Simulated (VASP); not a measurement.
Output of a VASP run:

File OSZICAR:
```
       N       E                     dE             d eps       ncg     rms          rms(c)
DAV:   1     0.839826969666E+02    0.83983E+02   -0.96539E+03   840   0.150E+03
DAV:   2    -0.104696681894E+02   -0.94452E+02   -0.85176E+02  1156   0.263E+02
DAV:   3    -0.140988986703E+02   -0.36292E+01   -0.35967E+01  1100   0.506E+01
DAV:   4    -0.141835778214E+02   -0.84679E-01   -0.84647E-01  1164   0.689E+00
DAV:   5    -0.141843364251E+02   -0.75860E-03   -0.75858E-03  1072   0.664E-01    0.190E+01
DAV:   6    -0.120593884254E+02    0.21249E+01   -0.10190E+01   960   0.251E+01    0.223E+01
DAV:   7    -0.119690946270E+02    0.90294E-01   -0.53564E-01  1052   0.667E+00    0.130E+01
DAV:   8    -0.119610440627E+02    0.80506E-02   -0.13047E-01   920   0.403E+00    0.928E-01
DAV:   9    -0.119609658772E+02    0.78185E-04   -0.14673E-02  1092   0.106E+00    0.199E-01
DAV:  10    -0.119615594448E+02   -0.59357E-03   -0.13698E-03   876   0.392E-01    0.486E-02
DAV:  11    -0.119616653573E+02   -0.10591E-03   -0.21988E-04  1024   0.131E-01    0.453E-02
DAV:  12    -0.119616708055E+02   -0.54482E-05   -0.22648E-05   932   0.493E-02    0.898E-03
DAV:  13    -0.119616719369E+02   -0.11314E-05   -0.37238E-06   984   0.205E-02    0.270E-03
DAV:  14    -0.119616717633E+02    0.17361E-06   -0.15913E-07   520   0.449E-03
   1 F= -.99631108E+01 E0= -.99631108E+01  d E =-.996311E+01
```

OUTCAR:
```
------------------------ aborting loop because EDIFF is reached ----------------------------------------
  FORCE on cell =-STRESS in cart. coord.  units (eV):
  Direction    XX          YY          ZZ          XY          YZ          ZX
  --------------------------------------------------------------------------------------
  Total        1.9991479      1.9991479      1.9991479     -0.0000000     -0.0000000      0.0000000
  in kB      100.0293684    100.0293684    100.0293684     -0.0000000     -0.0000000      0.0000000
  external PRESSURE =       0.0293684 kB  Pullay stress =     100.0000000 kB
  volume of cell :       32.02
      direct lattice vectors                 reciprocal lattice vectors
     0.000000000  2.520379826  2.520379826    -0.198382797  0.198382797  0.198382797
     2.520379826  0.000000000  2.520379826     0.198382797 -0.198382797  0.198382797
     2.520379826  2.520379826  0.000000000     0.198382797  0.198382797 -0.198382797
  FREE ENERGIE OF THE ION-ELECTRON SYSTEM (eV)
  ---------------------------------------------------
  free  energy   TOTEN  =       -11.9616717633 eV

  energy  without entropy=      -11.9616717633  energy(sigma->0) =      -11.96167176
  enthalpy is  TOTEN    =        -9.9631108128 eV   P V=        1.9985609505

 reached required accuracy - stopping structural energy minimisation
```
(Selected blocks of OUTCAR.)

### POSCAR
```
SrO
1
   -0.0000000000     2.5203798263     2.5203798263
    2.5203798263    -0.0000000000     2.5203798263
    2.5203798263     2.5203798263    -0.0000000000
Sr O
1 1
Direct
  0.0000000000   0.0000000000   0.0000000000
  0.5000000000   0.5000000000   0.5000000000
```

Q: Reconstruct the remaining input files.

A: Several could match; the one computed here: the input of the run itself, PBE GGA, plane waves, VASP's PBE PAW potentials (set 64).

**KPOINTS**
```
Regular mesh
0
G
9 9 9
```

### INCAR
```
SYSTEM = SrO
PREC = Accurate; ENCUT = 620; LREAL = .FALSE.
LASPH = .TRUE.
EDIFF = 1E-6; NELM = 100; ALGO = Normal
LMAXMIX = 4
ISMEAR = 0; SIGMA = 0.05
GGA = PE
IBRION = 2; NSW = 40; ISIF = 3
EDIFFG = -0.02; PSTRESS = 100
LWAVE = .FALSE.; LCHARG = .FALSE.
```

POTCAR, in this order: Sr_sv O (PBE.64 set). Program: vasp_std.

The compound is SrO in the rock salt structure. It was relaxed first under an external pressure of 10 GPa.
